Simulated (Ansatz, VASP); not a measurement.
**Two plane-wave programs on HgPd**

File INCAR:

```
PREC = Accurate
ENCUT = 520
EDIFF = 1E-6
ISMEAR = 0
SIGMA = 0.15
LREAL = F
LASPH = T
NELM = 100
ALGO = Normal
ISIF = 2
LWAVE = F
LCHARG = T
LELF = T
LVHAR = T
NBANDS = 18
```

File KPOINTS:

```
regular mesh
0
Gamma
  16 16 14
```

POSCAR

```
HgPd
1.0
    3.0299525574      0.0000000000      0.0000000000
    0.0000000000      2.8481554040      0.0000000000
    0.0000000000      0.0000000000      3.6920000000
Hg Pd
1 1
Direct
    0.0000000000      0.0000000000      0.0000000000
    0.5000000000      0.5000000000      0.5000000000
```

Input for Ansatz:

```yaml
crystal:
  lattice:
    - [3.0299525574, 0.0, 0.0]
    - [0.0, 2.848155404, 0.0]
    - [0.0, 0.0, 3.692]
  atoms:
    - { symbol: Hg, position: [0.0, 0.0, 0.0] }
    - { symbol: Pd, position: [0.5, 0.5, 0.5] }
basis:
  ecutwfc: 420
kpoints:
  mp_grid: { grid: [16, 16, 14] }
hamiltonian:
  xc: lda
scf:
  occupations: { method: gaussian, width: 0.15 }
output:
  forces: true
  stress: true
  eigenvalues: true
```

Change from the starting cell: strain -0.0600 x Voigt [0, 1, 0, 0, 0, 0], atoms carried along.

Alike in both runs: task single point; functional LDA; k mesh 16 × 16 × 14; occupations gaussian, width 0.15 eV; no spin polarisation.

```csv
,VASP,Ansatz
version,VASP 6.6.1,Ansatz 0.2.0
potentials or method,"VASP PAW LDA potentials, release 64 (Hg, Pd)","scalar-relativistic, plane waves, PAW"
plane-wave cutoff (eV),520,420
valence electrons in the cell,22,38
```

```tsv
	VASP	Ansatz	Ansatz less VASP
gap on the k mesh at the Fermi level (eV)	none	none	-
pressure (GPa)	8.1	6.0	-2.10
largest component of the traceless stress (GPa)	4.41	4.29	-0.125
```

A gap of «none» marks a metal or a gap that the smearing closes. The two sets of potentials don't hold the same shells in valence.

Spin-orbit coupling is left out, which matters for the levels of Hg.
